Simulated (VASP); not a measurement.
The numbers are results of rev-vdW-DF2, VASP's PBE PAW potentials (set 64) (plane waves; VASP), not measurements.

A VASP calculation is set up with these files.

INCAR:
```
LCHARG = .FALSE.
GGA = MK
EDIFFG = -0.01   ! ionic stop
PARAM1 = 0.1234568
LASPH = .TRUE.   ! aspherical one-centre terms
PARAM2 = 0.7114
LWAVE = .FALSE.
ENCUT = 520
IBRION = 2   ! conjugate gradients
LREAL = .FALSE.
ISIF = 3   ! ions, shape and volume
SYSTEM = BAs
NELM = 100   ! most electronic steps
ISMEAR = 0   ! Gaussian
SIGMA = 0.05   ! width (eV)
PREC = Accurate
AGGAC = 0.0
LUSE_VDW = .TRUE.
EDIFF = 1E-6   ! SCF stop (eV)
LMAXMIX = 4   ! l cut-off of mixed one-centre charges
ALGO = Normal   ! blocked Davidson
ZAB_VDW = -1.8867
NSW = 60   ! most ionic steps
```

POSCAR:
```
BAs
1
    0.0000000000     2.3900000000     2.3900000000
    2.3900000000     0.0000000000     2.3900000000
    2.3900000000     2.3900000000     0.0000000000
B As
1 1
Direct
  0.0000000000   0.0000000000   0.0000000000
  0.2500000000   0.2500000000   0.2500000000
```

File KPOINTS:
```
kpoints
0
gamma
  9 9 9
0 0 0
```

POTCAR, in this order: B As (PBE.64 set). Program: vasp_std.

The resulting files:

### OSZICAR
```
       N       E                     dE             d eps       ncg     rms          rms(c)
DAV:   1     0.165207802589E+02    0.16521E+02   -0.39843E+03   560   0.895E+02
DAV:   2    -0.975055341477E+01   -0.26271E+02   -0.25632E+02   848   0.108E+02
DAV:   3    -0.101962852330E+02   -0.44573E+00   -0.44573E+00   680   0.188E+01
DAV:   4    -0.101969049750E+02   -0.61974E-03   -0.61974E-03   792   0.787E-01
DAV:   5    -0.101969052150E+02   -0.23999E-06   -0.23968E-06   664   0.120E-02    0.480E+00
DAV:   6    -0.964099655142E+01    0.55591E+00   -0.17715E+00   584   0.683E+00    0.237E+00
DAV:   7    -0.957785043210E+01    0.63146E-01   -0.20552E-01   792   0.274E+00    0.925E-01
DAV:   8    -0.956972135142E+01    0.81291E-02   -0.26086E-02   688   0.110E+00    0.116E-01
DAV:   9    -0.956991467549E+01   -0.19332E-03   -0.48215E-04   672   0.186E-01    0.711E-02
DAV:  10    -0.957000655069E+01   -0.91875E-04   -0.18423E-04   576   0.106E-01    0.166E-02
DAV:  11    -0.957001060957E+01   -0.40589E-05   -0.41894E-06   832   0.212E-02    0.154E-02
DAV:  12    -0.957000987221E+01    0.73736E-06   -0.18027E-06   376   0.811E-03
   1 F= -.95700099E+01 E0= -.95700099E+01  d E =-.957001E+01
       N       E                     dE             d eps       ncg     rms          rms(c)
DAV:   1    -0.957887477667E+01   -0.88642E-02   -0.22705E-01   672   0.360E+00    0.450E-01
DAV:   2    -0.957341417691E+01    0.54606E-02   -0.93168E-03   568   0.595E-01    0.217E-01
DAV:   3    -0.957172255773E+01    0.16916E-02   -0.37022E-03   648   0.344E-01    0.720E-02
DAV:   4    -0.957159649928E+01    0.12606E-03   -0.24065E-04   680   0.102E-01    0.399E-02
DAV:   5    -0.957158990901E+01    0.65903E-05   -0.15125E-05   648   0.264E-02    0.208E-02
DAV:   6    -0.957158994818E+01   -0.39166E-07   -0.11451E-06   416   0.765E-03
   2 F= -.95715899E+01 E0= -.95715899E+01  d E =-.158008E-02
       N       E                     dE             d eps       ncg     rms          rms(c)
DAV:   1    -0.957433080968E+01   -0.27409E-02   -0.39386E-02   656   0.151E+00    0.189E-01
DAV:   2    -0.957339927677E+01    0.93153E-03   -0.15587E-03   568   0.244E-01    0.910E-02
DAV:   3    -0.957311215692E+01    0.28712E-03   -0.64399E-04   656   0.143E-01    0.316E-02
DAV:   4    -0.957309295523E+01    0.19202E-04   -0.39165E-05   680   0.413E-02    0.175E-02
DAV:   5    -0.957309208557E+01    0.86967E-06   -0.26336E-06   592   0.111E-02
   3 F= -.95730921E+01 E0= -.95730921E+01  d E =-.308221E-02
```

OUTCAR:
```
------------------------ aborting loop because EDIFF is reached ----------------------------------------
  FORCE on cell =-STRESS in cart. coord.  units (eV):
  Direction    XX          YY          ZZ          XY          YZ          ZX
  --------------------------------------------------------------------------------------
  Total        0.0021735      0.0021735      0.0021735      0.0000000      0.0000000     -0.0000000
  in kB        0.1254924      0.1254924      0.1254924      0.0000000      0.0000000     -0.0000000
  external PRESSURE =       0.1254924 kB  Pullay stress =       0.0000000 kB
  volume of cell :       27.75
      direct lattice vectors                 reciprocal lattice vectors
     0.000000000  2.402941350  2.402941350    -0.208078320  0.208078320  0.208078320
     2.402941350 -0.000000000  2.402941350     0.208078320 -0.208078320  0.208078320
     2.402941350  2.402941350  0.000000000     0.208078320  0.208078320 -0.208078320
  FREE ENERGIE OF THE ION-ELECTRON SYSTEM (eV)
  ---------------------------------------------------
  free  energy   TOTEN  =        -9.5730920856 eV

  energy  without entropy=       -9.5730920856  energy(sigma->0) =       -9.57309209

 reached required accuracy - stopping structural energy minimisation
```
(Selected blocks of OUTCAR.)

File CONTCAR:
```
BAs
   1.00000000000000
     0.0000000000000000    2.4029413503024610    2.4029413503024610
     2.4029413503024610   -0.0000000000000000    2.4029413503024610
     2.4029413503024610    2.4029413503024610    0.0000000000000000
  B               As
     1     1
Direct
     0.0000000000000000    0.0000000000000000    0.0000000000000000
     0.2500000000000000    0.2500000000000000    0.2500000000000000
```

The compound is BAs in the zinc blende structure. This run relaxes it. Symmetry was kept, so distortions that lower it aren't found.
